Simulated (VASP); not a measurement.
Computed with PW91 GGA, VASP's PBE PAW potentials (set 64) (plane waves; VASP).

VASP input:

### INCAR
```
ALGO = Normal
EDIFF = 1E-7
ENCUT = 520
GGA = 91
ISIF = 2
ISMEAR = 0
LASPH = .TRUE.
LCHARG = .FALSE.
LREAL = .FALSE.
LWAVE = .FALSE.
NELM = 100
PREC = Accurate
SIGMA = 0.05
SYSTEM = LiH
```

POSCAR:
```
LiH
1
    0.0000000000     2.0396968893     2.0396968893
    2.0396968893     0.0000000000     2.0396968893
    2.0396968893     2.0396968893     0.0000000000
Li H
1 1
Direct
  0.0000000000   0.0000000000   0.0000000000
  0.5000000000   0.5000000000   0.5000000000
```

**KPOINTS**
```
Automatic mesh
0
Gamma
11 11 11
0 0 0
```

POTCAR, in this order: Li_sv H (PBE.64 set). Program: vasp_std.

What VASP printed:

**OUTCAR**
```
 ion  position               nearest neighbor table
   1  0.000  0.000  0.000-
   2  0.500  0.500  0.500-
  LATTYP: Found a face centered cubic cell.
 ALAT       =     4.0793937786
 Subroutine PRICEL returns:
 Original cell was already a primitive cell.
 Subroutine GETGRP returns: Found 48 space group operations
The static configuration has the point symmetry O_h .
The dynamic configuration has the point symmetry O_h .
 Subroutine INISYM returns: Found 48 space group operations
 Subroutine IBZKPT returns following result:
 Found     56 irreducible k-points:

 Following reciprocal coordinates:
            Coordinates               Weight
  0.000000  0.000000  0.000000      1.000000
  0.090909  0.000000  0.000000      8.000000
  0.181818  0.000000  0.000000      8.000000
  0.272727  0.000000  0.000000      8.000000
  0.363636  0.000000  0.000000      8.000000
  0.454545  0.000000  0.000000      8.000000
  0.090909  0.090909  0.000000      6.000000
  0.181818  0.090909  0.000000     24.000000
  0.272727  0.090909  0.000000     24.000000
  0.363636  0.090909  0.000000     24.000000
  0.454545  0.090909  0.000000     24.000000
 -0.454545  0.090909  0.000000     24.000000
 -0.363636  0.090909  0.000000     24.000000
 -0.272727  0.090909  0.000000     24.000000
 -0.181818  0.090909  0.000000     24.000000
 -0.090909  0.090909  0.000000     12.000000
  0.181818  0.181818  0.000000      6.000000
  0.272727  0.181818  0.000000     24.000000
  0.363636  0.181818  0.000000     24.000000
  0.454545  0.181818  0.000000     24.000000
 -0.454545  0.181818  0.000000     24.000000
 -0.363636  0.181818  0.000000     24.000000
 -0.272727  0.181818  0.000000     24.000000
 -0.181818  0.181818  0.000000     12.000000
  0.272727  0.272727  0.000000      6.000000
  0.363636  0.272727  0.000000     24.000000
  0.454545  0.272727  0.000000     24.000000
 -0.454545  0.272727  0.000000     24.000000
 -0.363636  0.272727  0.000000     24.000000
 -0.272727  0.272727  0.000000     12.000000
  0.363636  0.363636  0.000000      6.000000
  0.454545  0.363636  0.000000     24.000000
 -0.454545  0.363636  0.000000     24.000000
 -0.363636  0.363636  0.000000     12.000000
  0.454545  0.454545  0.000000      6.000000
 -0.454545  0.454545  0.000000     12.000000
  0.272727  0.181818  0.090909     24.000000
  0.363636  0.181818  0.090909     48.000000
  0.454545  0.181818  0.090909     48.000000
 -0.454545  0.181818  0.090909     48.000000
   k-points           NKPTS =     56   k-points in BZ     NKDIM =     56   number of bands    NBANDS=      6
   number of dos      NEDOS =    301   number of ions     NIONS =      2
   total plane-waves  NPLWV =  13824
   dimension x,y,z NGX =    24 NGY =   24 NGZ =   24
   dimension x,y,z NGXF=    48 NGYF=   48 NGZF=   48
   ions per type =               1   1
   PREC   = accura    normal or accurate (medium, high low for compatibility)
   ISTART =      0    job   : 0-new  1-cont  2-samecut
   ICHARG =      2    charge: 1-file 2-atom 10-const
   ISPIN  =      1    spin polarized calculation?
   LNONCOLLINEAR =      F non collinear calculations
   LSORBIT =      F    spin-orbit coupling
   INIWAV =      1    electr: 0-lowe 1-rand  2-diag
   ENCUT  =  520.0 eV  38.22 Ry    6.18 a.u.   5.36  5.36  5.36*2*pi/ulx,y,z
   NELM   =    100;   NELMIN=  2; NELMDL= -5     # of ELM steps
   EDIFF  = 0.1E-06   stopping-criterion for ELM
   LREAL  =      F    real-space projection
   NLSPLINE    = F    spline interpolate recip. space projectors
   LMAXMIX     =    2 max onsite mixed and CHGCAR
...
```

### OSZICAR
```
       N       E                     dE             d eps       ncg     rms          rms(c)
DAV:   1    -0.100881570671E+01   -0.10088E+01   -0.13535E+03   672   0.600E+02
DAV:   2    -0.634566473974E+01   -0.53368E+01   -0.52461E+01   990   0.693E+01
DAV:   3    -0.642814488143E+01   -0.82480E-01   -0.82480E-01   810   0.844E+00
DAV:   4    -0.642918529636E+01   -0.10404E-02   -0.10404E-02   918   0.827E-01
DAV:   5    -0.642919330411E+01   -0.80077E-05   -0.80077E-05   828   0.489E-02    0.291E+00
DAV:   6    -0.623516400811E+01    0.19403E+00   -0.17408E-01   744   0.183E+00    0.145E+00
DAV:   7    -0.617215047985E+01    0.63014E-01   -0.22485E-01   858   0.232E+00    0.230E-01
DAV:   8    -0.617413431512E+01   -0.19838E-02   -0.56953E-03   774   0.656E-01    0.500E-02
DAV:   9    -0.617407368802E+01    0.60627E-04   -0.34820E-04  1026   0.106E-01    0.102E-02
DAV:  10    -0.617407167080E+01    0.20172E-05   -0.82794E-06   708   0.274E-02    0.366E-03
DAV:  11    -0.617407115365E+01    0.51715E-06   -0.62742E-07   930   0.676E-03    0.906E-04
DAV:  12    -0.617407038641E+01    0.76724E-06   -0.16196E-08   546   0.163E-03    0.571E-04
DAV:  13    -0.617407054471E+01   -0.15830E-06   -0.27071E-08   618   0.130E-03    0.392E-05
DAV:  14    -0.617407058840E+01   -0.43690E-07   -0.77804E-10   336   0.306E-04
   1 F= -.61740706E+01 E0= -.61740706E+01  d E =-.104102E-14
```

**OUTCAR**
```
------------------------ aborting loop because EDIFF is reached ----------------------------------------
  FORCE on cell =-STRESS in cart. coord.  units (eV):
  Direction    XX          YY          ZZ          XY          YZ          ZX
  --------------------------------------------------------------------------------------
  Total       -0.2072037     -0.2072037     -0.2072037      0.0000000      0.0000000      0.0000000
  in kB      -19.5605517    -19.5605517    -19.5605517      0.0000000      0.0000000      0.0000000
  external PRESSURE =     -19.5605517 kB  Pullay stress =       0.0000000 kB
  volume of cell :       16.97
      direct lattice vectors                 reciprocal lattice vectors
     0.000000000  2.039696889  2.039696889    -0.245134462  0.245134462  0.245134462
     2.039696889  0.000000000  2.039696889     0.245134462 -0.245134462  0.245134462
     2.039696889  2.039696889  0.000000000     0.245134462  0.245134462 -0.245134462
  FREE ENERGIE OF THE ION-ELECTRON SYSTEM (eV)
  ---------------------------------------------------
  free  energy   TOTEN  =        -6.1740705884 eV

  energy  without entropy=       -6.1740705884  energy(sigma->0) =       -6.17407059
```
(Selected blocks of OUTCAR.)

File OUTCAR:
```
 val. band max:       -0.2481612888   @ k =  -0.4545   0.4545   0.0000

 cond. band min:       3.0157387623   @ k =  -0.4545   0.4545   0.0000


 Fermi energy:         0.0078743512

 k-point     1 :       0.0000    0.0000    0.0000
  band No.  band energies     occupation
      1     -44.6521      2.00000
      2      -5.4202      2.00000
      3      15.2502      0.00000
      4      17.2450      0.00000
      5      17.2450      0.00000
      6      17.2450      0.00000

 k-point     2 :       0.0909    0.0000    0.0000
  band No.  band energies     occupation
      1     -44.6492      2.00000
      2      -5.2773      2.00000
      3      14.1500      0.00000
      4      16.3401      0.00000
      5      16.9266      0.00000
      6      16.9266      0.00000

 k-point     3 :       0.1818    0.0000    0.0000
  band No.  band energies     occupation
      1     -44.6412      2.00000
      2      -4.8560      2.00000
      3      11.4420      0.00000
      4      15.1584      0.00000
      5      16.3684      0.00000
      6      16.3684      0.00000

 k-point     4 :       0.2727    0.0000    0.0000
  band No.  band energies     occupation
      1     -44.6308      2.00000
      2      -4.1929      2.00000
      3       8.6025      0.00000
      4      14.1859      0.00000
      5      15.9736      0.00000
      6      15.9736      0.00000

 k-point     5 :       0.3636    0.0000    0.0000
  band No.  band energies     occupation
      1     -44.6212      2.00000
      2      -3.3995      2.00000
      3       6.2605      0.00000
      4      13.4806      0.00000
      5      15.8466      0.00000
      6      15.8466      0.00000

 k-point     6 :       0.4545    0.0000    0.0000
  band No.  band energies     occupation
      1     -44.6156      2.00000
      2      -2.7706      2.00000
      3       4.8383      0.00000
      4      13.1117      0.00000
      5      15.9044      0.00000
      6      15.9045      0.00000
...
```

The compound is LiH in the rock salt structure. This cell is one point of a volume scan, at 1.06 of the reference volume.
